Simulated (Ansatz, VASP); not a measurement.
# Cross-check of Tc between VASP and Ansatz, part 2 of 2

One calculation is typed for both programs; each brings its own data sets. How far apart do they land? The cell is taken from a series of runs on this material, whose earlier steps may have relaxed, scaled, displaced or heated it; both programs get it as it stands.

VASP 6.6.1 and Ansatz 0.2.0.

So far: The structure; VASP: zone-centre phonons, PBE.

### Step 3. Ansatz: zone-centre phonons, PBE

Level of this step: Ansatz beside VASP: Kohn-Sham DFT, plane waves, PBE (Ansatz).

Ansatz runs on its default PAW (the set named soft_2) files.

The same cell, functional, mesh and smearing now go to Ansatz, which takes its cutoff from its data sets.

Contents of input.yaml:

```yaml
crystal:
  lattice:
    - [2.7511682856, 0.0, 0.0]
    - [-1.3755841428, 2.3825816254, 0.0]
    - [0.0, 0.0, 4.4032657861]
  atoms:
    - { symbol: Tc, position: [0.3333333333, 0.6666666667, 0.25] }
    - { symbol: Tc, position: [0.6666666667, 0.3333333333, 0.75] }
kpoints:
  mp_grid: { grid: [6, 6, 4] }
hamiltonian:
  xc: pbe
scf:
  occupations: { method: methfessel_paxton, width: 0.2 }
output:
  eigenvalues: true
phonons:
  method: dfpt
  qmesh: [2, 2, 1]
  temperatures: { t_max: 1000, t_step: 50 }
  qpath:
    path:
      - [[0.0, 0.0, 0.0], [0.5, 0.0, 0.0], [0.33333333, 0.33333333, 0.0], [0.0, 0.0, 0.0], [0.0, 0.0, 0.5], [0.5, 0.0, 0.5], [0.33333333, 0.33333333, 0.5], [0.0, 0.0, 0.5]]
      - [[0.5, 0.0, 0.5], [0.5, 0.0, 0.0]]
      - [[0.33333333, 0.33333333, 0.5], [0.33333333, 0.33333333, 0.0]]
    npoints: 10
  masses: [{ species: Tc, mass: 97.907 }]
```

The run is started by

```
$ ansatz run input.yaml --threads 4 --pin off --max-ram 10240MiB --backend cpu --events-out ev --progress --plain --runs-dir out
```

Numbers of over 12 decimals in the logs are rounded to 6 here.

What it wrote:

```text
Engine: ansatz 0.2.0, aarch64-unknown-linux-gnu
Pseudopotentials: kind: paw
Pseudopotential: Tc, paw, valence charge 15, recommended cutoff 500 eV (normal), Tc.paw.azcp
Functional definition: PBE
  parameter kappa = 0.804
  parameter beta = 0.066725
  exchange = pbe_x(kappa = kappa, mu = beta*pi^2/3)
  correlation = pbe_c(beta = beta)
Crystal: 2 atoms, lattice volume = 28.863 Å³
Basis set: ecut = 500 eV, 713 PW (Γ), exchange–correlation on 48×48×72 points (8 copies of the dense FFT grid, shifted against one another)
Bands: 19, of which v1, the nominal top of the filled ones, is band 15 counted from 1 (14 counted from 0)
Symmetry: 24 space group operations
k-points: 21 of 144
Non-local potential: Tc, projectors of the file, l = 0: 3, l = 1: 3, l = 2: 2, l = 3: 2
PAW form: soft (Blöchl's): semilocal exchange-correlation on the pseudo side does not see the compensation charge
PAW one-centre angular grid: Tc, 590 points (default); XC on 64 Gauss nodes
Initial density: superposition of atomic densities (chi_scale 0.1, normalization cell)
Initial wavefunctions: pseudopotential atomic-orbital guess
Functional: x = pbe(κ = 0.804, μ = 0.219515), c = pbe(β = 0.066725)
SCF iter   1: F=—  HF=-10796.347100 eV  |F-HF|=—  |Δ(HF+E_count)|=         —  Δρ=5.67e-2  dr2=9.11e-1  ethr=3.10e-3  ⟨swp⟩=4.9  Hψ=1694  notcnv=0
preconditioner: auto → none  [metal: Δε(μ)=0.035 eV  Ē_g=5.179 eV  σ=0.200 eV  W_gap=0.15  n_scr=8 (ndim 8)  ℏωp=25.9 eV  f_vac=0.000  D(μ)=2.31/eV (n_scr^D=22)  sad-step TF]
SCF iter   2: F=—  HF=-10796.115745 eV  |F-HF|=—  |Δ(HF+E_count)|=   2.31e-1  S|Δr|=    0.00e0  Δρ=2.97e-2  dr2=2.45e-1  ethr=3.04e-3  ⟨swp⟩=2.0  Hψ=641  notcnv=0  defer=2
SCF iter   3: F=—  HF=-10796.036555 eV  |F-HF|=—  |Δ(HF+E_count)|=   7.92e-2  S|Δr|=    0.00e0  Δρ=2.27e-3  dr2=8.44e-4  ethr=8.16e-4  ⟨swp⟩=3.0  Hψ=783  notcnv=0  defer=2
SCF iter   4: F=—  HF=-10796.036617 eV  |F-HF|=—  |Δ(HF+E_count)|=   6.15e-5  S|Δr|=    0.00e0  Δρ=3.18e-4  dr2=2.17e-5  ethr=2.81e-6  ⟨swp⟩=2.3  Hψ=674  notcnv=0  defer=2
SCF iter   5: F=—  HF=-10796.036613 eV  |F-HF|=—  |Δ(HF+E_count)|=   3.57e-6  S|Δr|=    0.00e0  Δρ=5.98e-5  dr2=5.83e-7  ethr=7.23e-8  ⟨swp⟩=2.9  Hψ=748  notcnv=0  defer=2
SCF iter   6: F=—  HF=-10796.036614 eV  |F-HF|=—  |Δ(HF+E_count)|=   9.76e-7  S|Δr|=    0.00e0  Δρ=7.42e-6  dr2=4.41e-9  ethr=1.94e-9  ⟨swp⟩=3.0  Hψ=765  notcnv=0  defer=2
SCF iter   7: F=—  HF=-10796.036614 eV  |F-HF|=—  |Δ(HF+E_count)|=   3.42e-9  S|Δr|=    0.00e0  Δρ=4.18e-7  dr2=3.61e-11  ethr=1.47e-11  ⟨swp⟩=2.1  Hψ=547  notcnv=0  defer=2
SCF iter   8: F=-10796.036614 eV  HF=-10796.036614 eV  |F-HF|=1.82e-12  |Δ(HF+E_count)|=  2.18e-11  S|Δr|=    0.00e0  Δρ=3.82e-8  dr2=1.71e-13  ethr=1.00e-12  ⟨swp⟩=5.4  Hψ=1644  notcnv=0
the search or the solves at the SCF's close seem to have found levels that the self-consistency loop had missed (the run counts 1). By its estimate they hold under 1e-12 electrons; where the run keeps them, the occupations were computed again with them
SCF 1 converged in 8 iterations: F = -10796.036614 eV  dr2 = 1.71e-13
  greatest PAW one-centre occupation: 0.990 electrons in one spin orbital (limit 2), on the Tc atom at site 1 (counted from 0), in its partial waves of l = 0
NSCF: frozen V_eff on 21 k-points
NSCF: frozen V_eff on 39 k-points
DFPT response loops at q = (0, 0, 0) (fractional): preconditioner auto → Kerker (q_TF=auto, 2.746 Å⁻¹) (partly filled bands, converged f_vac=0.000); β = 1.00, the filter's whole step (`scf.mixing.beta` (0.50) is not read by the response loops under this deck's `scf.mixing.preconditioner`; to damp them name `kerker` or `kerker_dos`, under which they read `scf.mixing.beta`, and type it under 1.00, their step now; both keys bind the ground state too); Broyden in place of MSR1
NSCF: frozen V_eff on 78 k-points
DFPT response loops at q = (0, -0.5, 0) (fractional): mixed as the last ones told, above
SCF converged after 8 iterations
Stability not checked: this state was not tested for a lower state beside it, because cold or Methfessel-Paxton smearing, or corrected tetrahedra, fill the levels in a way that the test cannot read (fill_not_monotonic; see scf.lower_state_search)
Free energy (F): -10796.036614 eV
Harris-Foulkes:  -10796.036614 eV  (|F-HF|=1.82e-12)
Internal energy: -10796.041604 eV  (E = F + TS)
E sigma→0 (E₀):  -10796.037862 eV
Entropy (-TS):   0.004989 eV (2.495 meV/atom)
Fermi energy:    22.091095 eV
--- Per-component energies (eV) ---
  E_band       = -103.392828
  E_kinetic    = 1246.848167
  E_local      = -2380.774197  (includes V_loc(G=0)·N_el)
  E_nonlocal   = 572.080469
  E_hartree    = 644.508205
  E_xc         = -478.985569
  E_vxc        = -589.918187  (∫ρ·V_xc dr)
  E_paw        = -6556.526306  (= ΣΔE_a)
  E_vpaw       = -240.645446  (= ΣTr[D̂ρ^β])
  E_aug_tail   = -0.000060  (compensation charges beyond the density's cutoff)
  E_ewald      = -3843.192313
  E_smearing   = 0.004989  (= −TS)
  E_closure    = 0.000000  (closes the sum)
  Σ components = -10796.036614   (vs F -10796.036614, Δ=0.00e0)
--- Band table (eV; the first three rows and the last of 21) ---
  k-point 0: bands = [... 11 lower, 20.5977, 20.6894, 21.3107, 21.3107, 21.9908, 21.9908, 23.8127, 24.6325]
  k-point 1: bands = [... 11 lower, 20.3854, 20.3854, 20.9606, 20.9606, 22.1713, 22.7520, 22.7520, 24.6062]
  k-point 2: bands = [... 11 lower, 20.2807, 20.4625, 20.4625, 20.4625, 20.4625, 23.9693, 23.9693, 23.9693]
  k-point 20: bands = [... 11 lower, 18.8918, 20.3746, 20.3746, 22.0383, 22.0383, 24.7009, 24.7009, 31.3867]
--- Phonons (Γ-DFPT): 2 representative perturbations + reference (Σ response iterations 6) ---
  ASR residual: 4.009e-5 → 0.000e0 eV/Å²; symmetrization residual: 5.245e-13 eV/Å²
  ASR residual per site (eV/Å²): 4.01e-5 4.01e-5
  Γ frequencies (cm⁻¹): -127.39 0.00 0.00 0.00 133.14 133.14
--- Phonons (arbitrary-q DFPT): 2 irreducible q on the 2×2×1 mesh ---
  q = [0.0000, 0.0000, 0.0000] (star 1, of the zone-centre solve; hermiticity 7.13e-14, symmetrization 1.64e-13): -127.39 -0.00 0.00 0.00 133.14 133.14
  q = [0.0000, -0.5000, 0.0000] (star 3, 3 solved perturbations on 39 of 144 k-point pairs; hermiticity 3.17e-14, symmetrization 1.44e-14): 94.57 112.40 125.67 134.58 217.32 234.53
  sum rule: each row above includes the acoustic sum rule's correction from the zone centre's row sums; it moved no ω² by more than (0.33 cm⁻¹)²
  mesh force constants: q→R imaginary residual 5.25e-18; ASR residual 4.009e-5 → 0.000e0 eV/Å²; symmetrization residual 1.066e-14 eV/Å²
  interpolated dispersion: 93 rows × 6 modes
  density of states and harmonic sums: on the 26×26×14 q-mesh, interpolated from the force constants of a 2×2×1 supercell (no non-analytic term)
  largest difference from the sums on the solved wave vectors: F 1.48e-1 eV, S 2.09e-4 and C_V 6.21e-5 eV/K
  zero-point energy: 0.049400 eV/cell   skipped modes (ω ≤ 0): 196, of them read as no rigid motion or as one in doubt: 193 (2.824e-1 modes/cell left out, lowest -127.39 cm⁻¹)   left out of the sums: 4.71e-2 of the cell's modes: C_V's classical limit lies that fraction below 3 k_B per atom; for a crystal, a wire or a layer, F and S can be off by more, and a phonons.interpolated_qmesh denser along its periods is the remedy for the sampling
```

### Step 4. Side by side

Known differences besides the potentials themselves: VASP's run holds the zone centre alone; the data sets hold 30 valence electrons in Ansatz (on its default PAW (the set named soft_2) files) and 26 in VASP. Total energies have different zeros and are not compared.

Compared:

```csv
quantity,Ansatz,VASP,difference
"optical mode 1 (imaginary, printed as negative) (cm⁻¹)",-127.4,-132.4,+5.0
optical mode 2 to 3 (cm⁻¹),133.1,131.4,+1.32 %
```

Modes are paired by rising frequency, not by their patterns, so a pair may set unlike modes beside each other; they are those without the splitting of longitudinal modes.

### Step 5. What came out

```json
{
  "r.m.s. difference of the optical zone-centre modes, each program's sorted by frequency (zone-centre phonons, PBE)": "3.2 cm⁻¹",
  "difference in optical mode 2 to 3 (zone-centre phonons, PBE)": "+1.3 %"
}
```

The r.m.s. difference of the optical zone-centre modes, each program's sorted by frequency is 3.2 cm⁻¹ (zone-centre phonons, PBE). The data sets hold unlike numbers of valence electrons (30 in Ansatz and 26 in VASP), so part of the differences comes from the potentials. Among the rows given in per cent, the largest difference of the zone-centre phonons, PBE pair is in optical mode 2 to 3, +1.3 %. How closely two codes agree says nothing of how well the functional describes the real material.

[Lines on the potential files, build, host, timing and source positions are cut from VASP's logs without a mark.]

[Logs are printed without paths, hosts, clocks, repeated set-up lines and the standing remarks that a program may print on its own settings, such as how far it seeks lower states.]

[Hosts, paths, dates, database ids (printed as entryN), source tags and the programs' standing remarks are cut or masked in the printed files.]
